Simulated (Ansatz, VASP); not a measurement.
# CoCu2SnSe2S2 (Cu2CoSnS2Se2, stannite): VASP beside Ansatz

One calculation is typed for both programs; each brings its own data sets. How far apart do they land? The cell is invented: As first built, before any earlier steps moved the atoms (in the runner's words): 1x2x1 conventional cells of the CoCu2SnS4 type (32 atoms: 8 S, 4 Co, 8 Cu, 8 Se, 4 Sn); S/Se share their sites, the best of 600 random draws by like-pair counts in two shells; start lattice by linear mixing of the end members' cells; atoms moved at random by 0.02 A. Start moments point up or down at random, in equal numbers. It may not be a known or stable phase. The structure shown is the start of the Ansatz relaxation below; VASP solves that cell, so the two are compared at the walk's first step.

Main program and level: Ansatz 0.2.0; plane waves, with VASP 6.6.1 beside it; single point at PBE, DFT+U.

## Step 1: The structure

The cell holds 32 atoms: 8 S, 4 Co, 8 Cu, 8 Se and 4 Sn. Cell: a = 5.563 Å, b = 11.117 Å, c = 11.009 Å, α = 90.1°, β = 90.1°, γ = 89.9°. It derives from CoCu2SnS4 (CoCu2SnS4 type, space group 121), repeated 1×2×1. As first built, before any earlier steps moved the atoms (in the runner's words): 1x2x1 conventional cells of the CoCu2SnS4 type (32 atoms: 8 S, 4 Co, 8 Cu, 8 Se, 4 Sn); S/Se share their sites, the best of 600 random draws by like-pair counts in two shells; start lattice by linear mixing of the end members' cells; atoms moved at random by 0.02 A. Start moments point up or down at random, in equal numbers.

## Step 2: Ansatz: relaxation, PBE, DFT+U

Ansatz runs on its default PAW (the set named soft_2) files.

The two programs are compared at the cell with which this relaxation starts, whose forces are those of its first step.

input.yaml reads:

```yaml
crystal:
  lattice:
    - [5.56344, 0.00684, -0.00407]
    - [0.01367, 11.11691, -0.0061]
    - [-0.00813, -0.00609, 11.00945]
  atoms:
    - { symbol: S, position: [0.23105, 0.11301, 0.12677] }
    - { symbol: S, position: [0.26916, 0.36882, 0.36828] }
    - { symbol: S, position: [0.76733, 0.10826, 0.87072] }
    - { symbol: S, position: [0.73126, 0.63726, 0.37439] }
    - { symbol: S, position: [0.26821, 0.86353, 0.37238] }
    - { symbol: S, position: [0.73306, 0.86245, 0.62986] }
    - { symbol: S, position: [0.23447, 0.886, 0.86689] }
    - { symbol: S, position: [0.26842, 0.64106, 0.62541] }
    - { symbol: Co, position: [0.01198, 0.0019, 0.99441], spin: -3.0 }
    - { symbol: Co, position: [0.48829, 0.25508, 0.49372], spin: 3.0 }
    - { symbol: Co, position: [0.99835, 0.49941, 0.00013], spin: 3.0 }
    - { symbol: Co, position: [0.50253, 0.75241, 0.50022], spin: -3.0 }
    - { symbol: Cu, position: [0.03274, 0.24656, 0.24998] }
    - { symbol: Cu, position: [0.46849, 0.99803, 0.25151] }
    - { symbol: Cu, position: [0.5168, 0.98961, 0.75437] }
    - { symbol: Cu, position: [0.98268, 0.23766, 0.75591] }
    - { symbol: Cu, position: [0.99475, 0.75129, 0.26447] }
    - { symbol: Cu, position: [0.50588, 0.50298, 0.26574] }
    - { symbol: Cu, position: [0.48265, 0.51001, 0.74079] }
    - { symbol: Cu, position: [0.01694, 0.75871, 0.74255] }
    - { symbol: Se, position: [0.73111, 0.1341, 0.36399] }
    - { symbol: Se, position: [0.77249, 0.38347, 0.13709] }
    - { symbol: Se, position: [0.72683, 0.36524, 0.63189] }
    - { symbol: Se, position: [0.22808, 0.38231, 0.86466] }
    - { symbol: Se, position: [0.27408, 0.13066, 0.63294] }
    - { symbol: Se, position: [0.22962, 0.61619, 0.13681] }
    - { symbol: Se, position: [0.77137, 0.88886, 0.1338] }
    - { symbol: Se, position: [0.77261, 0.61889, 0.86262] }
    - { symbol: Sn, position: [0.50445, 0.24263, 0.00029] }
    - { symbol: Sn, position: [0.99668, 0.99274, 0.50063] }
    - { symbol: Sn, position: [0.4951, 0.75436, 0.99807] }
    - { symbol: Sn, position: [0.00573, 0.50407, 0.49861] }
magnetization:
  spin_polarized: true
kpoints:
  mp_grid: { grid: [3, 2, 2], shift: [0.0, 0.5, 0.5] }
hamiltonian:
  xc: pbe
  hubbard:
    sites: [{ species: Co, l: d, u_eff: 5.0 }]
    projectors: ortho-atomic
scf:
  occupations: { method: fermi_dirac, width: 0.03 }
output:
  forces: true
  stress: true
relax:
  f_tol: 0.02
  max_steps: 35
  cell: { stress_tol: 0.1 }
```

On the command line:

```sh
ansatz run input.yaml --threads 8 --pin off --max-ram 15360MiB --backend cpu --events-out ev --progress --plain --runs-dir out
```

Numbers of over 12 decimals in the logs are rounded to 6 here.

The program printed:

```text
The last accepted step is kept in <dir> (removed where the run ends without a failure and the disk answers)
Engine: ansatz 0.2.0, x86_64-unknown-linux-gnu
Pseudopotentials: kind: paw
Pseudopotential: S, paw, valence charge 6, recommended cutoff 420 eV (normal), S.paw.azcp
Pseudopotential: Co, paw, valence charge 17, recommended cutoff 420 eV (normal), Co.paw.azcp
Pseudopotential: Cu, paw, valence charge 19, recommended cutoff 420 eV (normal), Cu.paw.azcp
Pseudopotential: Se, paw, valence charge 16, recommended cutoff 420 eV (normal), Se.paw.azcp
Pseudopotential: Sn, paw, valence charge 14, recommended cutoff 420 eV (normal), Sn.paw.azcp
Functional definition: PBE
  parameter kappa = 0.804
  parameter beta = 0.066725
  exchange = pbe_x(kappa = kappa, mu = beta*pi^2/3)
  correlation = pbe_c(beta = beta)
Crystal: 32 atoms, lattice volume = 680.914 Å³
Basis set: ecut = 420 eV, 13341 PW (Γ), exchange–correlation on 80×150×150 points (8 copies of the dense FFT grid, shifted against one another)
Bands: 279, of which v1, the nominal top of the filled ones, is band 226 counted from 1 (225 counted from 0)
Symmetry: 1 space group operations
Space group: P1 (ITA 1), of the structure as read, at distance tolerance 8.8e-5 Å
Magnetic group: BNS 1.1 (UNI 1), of the structure as read, at distance tolerance 8.8e-5 Å
k-points: 6 of 12 (time reversal used)
Non-local potential: S, projectors of the file, l = 0: 2, l = 1: 2, l = 2: 2
Non-local potential: Co, projectors of the file, l = 0: 3, l = 1: 2, l = 2: 3, l = 3: 1
Non-local potential: Cu, projectors of the file, l = 0: 3, l = 1: 2, l = 2: 3, l = 3: 1
Non-local potential: Se, projectors of the file, l = 0: 2, l = 1: 2, l = 2: 3, l = 3: 1
Non-local potential: Sn, projectors of the file, l = 0: 2, l = 1: 2, l = 2: 2, l = 3: 2
PAW form: soft (Blöchl's): semilocal exchange-correlation on the pseudo side does not see the compensation charge
PAW one-centre angular grid: S, 110 points (default); XC on 64 Gauss nodes
PAW one-centre angular grid: Co, 590 points (default); XC on 64 Gauss nodes
PAW one-centre angular grid: Cu, 590 points (default); XC on 64 Gauss nodes
PAW one-centre angular grid: Se, 590 points (default); XC on 64 Gauss nodes
PAW one-centre angular grid: Sn, 590 points (default); XC on 64 Gauss nodes
Initial density: superposition of atomic densities (chi_scale 0.1, normalization cell)
Starting moments: Σ|m| = 12 μB on 4 of 32 sites
Starting magnetic order: compensated ferrimagnet; no operation exchanges its spin sublattices
Initial wavefunctions: pseudopotential atomic-orbital guess
Functional: x = pbe(κ = 0.804, μ = 0.219515), c = pbe(β = 0.066725)
SCF iter   1: F=—  HF=-148589.130271 eV  |F-HF|=—  |Δ(HF+E_count)|=         —  Δρ=1.61e-1 (↑1.61e-1 ↓1.61e-1)  dr2=4.96e2  dr2_m=4.63e1  M=-0.067 μB ∫|m|=2.878 μB  β_m=0.30  ethr=3.10e-3  ⟨swp⟩=6.0  Hψ=12393  notcnv=0  defer=68
preconditioner: auto → Kerker (q_TF=auto, 2.548 Å⁻¹)  [metal: Δε(μ)=0.005 eV  Ē_g=11.061 eV  σ=0.030 eV  W_gap=0.05  n_scr=188 (ndim 8)  ℏωp=23.6 eV  f_vac=0.018  D(μ)=41.43/eV (n_scr^D=422)]
spin=Collinear: Kerker preconditioning applied to the charge; magnetization (m = ρ↑ − ρ↓) channel mixes plain (no charge-response kernel on spin).
SCF iter   2: F=—  HF=-148601.257251 eV  |F-HF|=—  |Δ(HF+E_count)|=    1.21e1  Δρ=1.34e-1 (↑1.34e-1 ↓1.33e-1)  dr2=2.89e2  dr2_m=2.11e1  M=0.000 μB ∫|m|=18.018 μB  β_m=1.00  ethr=3.10e-3  ⟨swp⟩=4.0  Hψ=8198  notcnv=0  defer=447
preconditioner: auto → Resta (q_TF=auto, 2.548 Å⁻¹)  ε∞=4.9  [insulator: Δε(μ)=0.200 eV  Ē_g=12.006 eV  σ=0.030 eV  W_gap=0.93  n_scr=188 (ndim 8)  ℏωp=23.6 eV  f_vac=0.021  D(μ)=0.92/eV (n_scr^D=0)  ε∞_Penn≈4.9]
spin=Collinear: Resta preconditioning applied to the charge; magnetization (m = ρ↑ − ρ↓) channel mixes plain (no charge-response kernel on spin).
SCF iter   3: F=—  HF=-148567.011753 eV  |F-HF|=—  |Δ(HF+E_count)|=    3.42e1  Δρ=5.29e-2 (↑5.29e-2 ↓4.91e-2)  dr2=1.77e1  dr2_m=1.04e1  M=0.322 μB ∫|m|=12.306 μB  β_m=0.30  ethr=3.10e-3  ⟨swp⟩=3.2  Hψ=6904  notcnv=0  defer=458
SCF iter   4: F=—  HF=-148567.498224 eV  |F-HF|=—  |Δ(HF+E_count)|=   4.86e-1  Δρ=4.23e-2 (↑3.38e-2 ↓4.23e-2)  dr2=4.84e0  dr2_m=7.75e0  M=-0.013 μB ∫|m|=11.502 μB  β_m=0.30  ethr=3.10e-3  ⟨swp⟩=2.0  Hψ=4688  notcnv=0  defer=484
SCF iter   5: F=—  HF=-148570.063285 eV  |F-HF|=—  |Δ(HF+E_count)|=    2.57e0  Δρ=2.99e-2 (↑2.99e-2 ↓2.39e-2)  dr2=2.36e0  dr2_m=3.84e0  M=0.001 μB ∫|m|=11.335 μB  β_m=0.30  ethr=1.07e-3  ⟨swp⟩=2.0  Hψ=5860  notcnv=0  defer=512
SCF iter   6: F=—  HF=-148571.700711 eV  |F-HF|=—  |Δ(HF+E_count)|=    1.64e0  Δρ=2.01e-2 (↑2.01e-2 ↓1.71e-2)  dr2=8.36e-1  dr2_m=1.87e0  M=-0.000 μB ∫|m|=11.211 μB  β_m=0.30  ethr=5.21e-4  ⟨swp⟩=3.0  Hψ=5490  notcnv=0  defer=512
[...]
SCF iter  34: F=—  HF=-148574.369055 eV  |F-HF|=—  |Δ(HF+E_count)|=   6.12e-7  Δρ=9.17e-6 (↑8.61e-6 ↓9.17e-6)  dr2=1.66e-6  dr2_m=1.68e-8  M=-0.000 μB ∫|m|=11.593 μB  β_m=0.72  ethr=7.49e-11  ⟨swp⟩=2.0  Hψ=5544  notcnv=0  defer=516  recentre
[...]
Magnetization: -0.0000 μB (226.0000 up, 226.0000 down)
Absolute magnetization: 11.5967 μB (∫|ρ↑−ρ↓|, with the PAW one-centre terms)
Spin contamination: 6.0358 ħ² per cell (⟨S²⟩ above its minimum at these occupations)
Per-site moments (μB) at R_I (Å): [(-0.020408, 0.946578), (0.019485, 0.947480), (-0.020561, 0.935627), (-0.020567, 0.946671), (-0.017632, 0.947990), (-0.018775, 0.952768), (-0.016559, 0.953977), (-0.021185, 0.937673), (-2.503565, 0.978305), (2.485531, 0.974256), (2.507223, 1.017548), (-2.512694, 0.982160), (0.015483, 0.947558), (-0.017769, 0.946578), (-0.017473, 0.952768), (0.013420, 0.935627), (-0.017124, 0.946671), [...]
Free energy (F): -148574.369057 eV
Harris-Foulkes:  -148574.369057 eV  (|F-HF|=1.02e-9)
Internal energy: -148574.369048 eV  (E = F + TS)
E sigma→0 (E₀):  -148574.369052 eV
Entropy (-TS):   -0.000009 eV (-0.000 meV/atom)
Fermi energy:    8.540202 eV
--- Per-component energies (eV) ---
  E_band       = -9349.880636
  E_kinetic    = 6718.230476
  E_local      = -88635.239065  (includes V_loc(G=0)·N_el)
  E_nonlocal   = 364.782869
  E_hartree    = 40622.444647
  E_xc         = -4462.783113
  E_vxc        = -3574.284324  (∫ρ·V_xc dr)
  E_hubbard    = 4.266424  (on-site DFT+U / exact-exchange correction)
  E_vhub       = -65.384237  (the Hubbard potential's part of the band-sum identity)
  E_paw        = -56076.242405  (= ΣΔE_a)
  E_vpaw       = -5402.877548  (= ΣTr[D̂ρ^β])
  E_aug_tail   = -0.002148  (compensation charges beyond the density's cutoff)
  E_ewald      = -47109.826732
  E_smearing   = -0.000009  (= −TS)
  E_closure    = 0.000000  (closes the sum)
  Σ components = -148574.369057   (vs F -148574.369057, Δ=0.00e0)
--- Forces (eV/Å), atoms counted from 1 ---
  atom   1  S     -0.00186825    -0.00135306    -0.00020206
  atom   2  S      0.00048147     0.00352162    -0.00127965
  atom   3  S      0.00232992     0.00178496     0.00014603
  atom   4  S     -0.00335720    -0.00094320    -0.00026849
  atom   5  S      0.00027780     0.00051589     0.00035444
  atom   6  S      0.00014990    -0.00016895    -0.00018303
  atom   7  S     -0.00020925    -0.00092694     0.00004321
  atom   8  S      0.00224797    -0.00193777    -0.00169376
  atom   9  Co     0.00011656     0.00353925     0.00072653
  atom  10  Co     0.00048769     0.00531111     0.00157142
  atom  11  Co     0.00089739    -0.00401576    -0.00007493
  atom  12  Co     0.00033926    -0.00313249     0.00052695
  atom  13  Cu    -0.00080973     0.00116655     0.00096713
  atom  14  Cu     0.00015494    -0.00037528    -0.00204841
  atom  15  Cu    -0.00173948    -0.00182627     0.00016275
  atom  16  Cu     0.00039704    -0.00088152     0.00124193
  atom  17  Cu     0.00154591     0.00087700     0.00041870
  atom  18  Cu    -0.00108810    -0.00098459     0.00030269
  atom  19  Cu     0.00032514     0.00068205    -0.00067740
  atom  20  Cu    -0.00102533     0.00324775     0.00079545
  atom  21  Se     0.00172850    -0.00042384     0.00036358
  atom  22  Se     0.00122872    -0.00178379    -0.00006034
  atom  23  Se    -0.00120942    -0.00100882    -0.00121093
  atom  24  Se    -0.00086216     0.00003122     0.00062510
  atom  25  Se    -0.00097914    -0.00053242     0.00104991
  atom  26  Se    -0.00094881     0.00118305    -0.00041202
  atom  27  Se     0.00142891    -0.00042703    -0.00037026
  atom  28  Se    -0.00091989    -0.00043622    -0.00027843
  atom  29  Sn    -0.00025130     0.00251298    -0.00008822
  atom  30  Sn     0.00079630    -0.00128342     0.00051141
  atom  31  Sn    -0.00068131     0.00052381    -0.00077589
  atom  32  Sn     0.00101584    -0.00246110    -0.00018085
  max |Σ_I F_I| component: 5.24e-6 eV/Å
--- Stress (GPa, compression-positive) ---
        0.003541       0.000416       0.002985
        0.000414       0.004868       0.003219
        0.002989       0.003221       0.002285
  P = ⅓ Tr σ = 0.0036 GPa (0.036 kbar)
--- Relaxed structure (5 steps of the walk, 5 accepted, 1 SCFs on fresh bases) ---
  F+E_penalty+E_count = -148574.36905664 eV   max|allowed force component| = 5.311e-3 eV/Å   (the final SCF, on the basis selected at the relaxed cell)
  cell:  # Å, volume = 704.0687 Å³
    - [5.612754, 0.00573799, 1.1900952659965255e-5]
    - [0.011461, 11.217536, -0.00664232]
    - [4.064364059436915e-6, -0.00659559, 11.182583]
  atoms:
    - { symbol: S, position: [0.241293, 0.119095, 0.129724] }
    - { symbol: S, position: [0.259901, 0.374685, 0.366769] }
    - { symbol: S, position: [0.755433, 0.113802, 0.868207] }
    - { symbol: S, position: [0.742963, 0.631254, 0.370899] }
    - { symbol: S, position: [0.256824, 0.869279, 0.370308] }
    - { symbol: S, position: [0.744206, 0.867729, 0.631828] }
    - { symbol: S, position: [0.245111, 0.880262, 0.864858] }
    - { symbol: S, position: [0.256451, 0.634851, 0.627571] }
    - { symbol: Co, position: [0.009661, 0.0019158, 0.995192] }
    - { symbol: Co, position: [0.490759, 0.253186, 0.494629] }
    - { symbol: Co, position: [0.997888, 0.500315, -0.00011042] }
    - { symbol: Co, position: [0.502585, 0.751498, 0.499951] }
    - { symbol: Cu, position: [0.034628, 0.248590, 0.250783] }
    - { symbol: Cu, position: [0.466689, 0.998535, 0.250994] }
    - { symbol: Cu, position: [0.517840, 0.988786, 0.754703] }
    - { symbol: Cu, position: [0.981762, 0.237988, 0.755839] }
    - { symbol: Cu, position: [0.995770, 0.751679, 0.264452] }
    - { symbol: Cu, position: [0.505786, 0.502562, 0.264748] }
    - { symbol: Cu, position: [0.481225, 0.509654, 0.740905] }
    - { symbol: Cu, position: [0.018032, 0.759237, 0.742302] }
    - { symbol: Se, position: [0.742030, 0.128712, 0.360890] }
    - { symbol: Se, position: [0.762405, 0.377744, 0.139435] }
    - { symbol: Se, position: [0.737827, 0.370844, 0.634427] }
    - { symbol: Se, position: [0.238823, 0.376458, 0.862340] }
    - { symbol: Se, position: [0.263998, 0.124978, 0.636325] }
    - { symbol: Se, position: [0.239817, 0.621470, 0.138963] }
    - { symbol: Se, position: [0.759790, 0.883557, 0.136347] }
    - { symbol: Se, position: [0.762051, 0.624086, 0.859155] }
    - { symbol: Sn, position: [0.504451, 0.243500, 0.000477873] }
    - { symbol: Sn, position: [0.996349, 0.994308, 0.500717] }
    - { symbol: Sn, position: [0.496248, 0.753458, 0.997955] }
    - { symbol: Sn, position: [0.00459383, 0.503544, 0.498317] }
[key lines of the parts left out:]
SCF converged after 19 iterations
```

Reading the cycles: dr2 is the Hartree energy of the density residual (eV), the measure of convergence; HF is the Harris–Foulkes estimate of the energy, which meets the free energy F at convergence.

(Continued in part 2 of 2.)

[Lines on the potential files, build, host, timing and source positions are cut from VASP's logs without a mark.]

[Logs are printed without paths, hosts, clocks, repeated set-up lines and the standing remarks that a program may print on its own settings, such as how far it seeks lower states.]

[Hosts, paths, dates, database ids (printed as entryN), source tags and the programs' standing remarks are cut or masked in the printed files.]
